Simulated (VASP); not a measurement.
Given:

```xyz
2
Lattice="0.0000 2.3797 2.3797 2.3797 0.0000 2.3797 2.3797 2.3797 0.0000" Properties=species:S:1:pos:R:3 pbc="T T T"
Cd     0.0000     0.0000     0.0000
O      2.3797     2.3797     2.3797
```

These are optB88-vdW, VASP's PBE PAW potentials (set 64) (plane waves; VASP 6.6.1) values and carry that method's errors. Run with 520 eV cut-off, 12×12×12 Γ-centred mesh, first-order Methfessel-Paxton smearing of 0.10 eV, potentials Cd O.

Task: Predict the energy per atom (σ→0), band gap (on the k-mesh) with the smallest direct gap where there is one.

Result: 
* **band gap (on the k-mesh)**: none (metal, semimetal or under 0.01 eV)
* **energy per atom (σ→0)**: -1.520 eV/atom

The compound is CdO in the rock salt structure. It was relaxed first. The start is the result of an earlier pass.
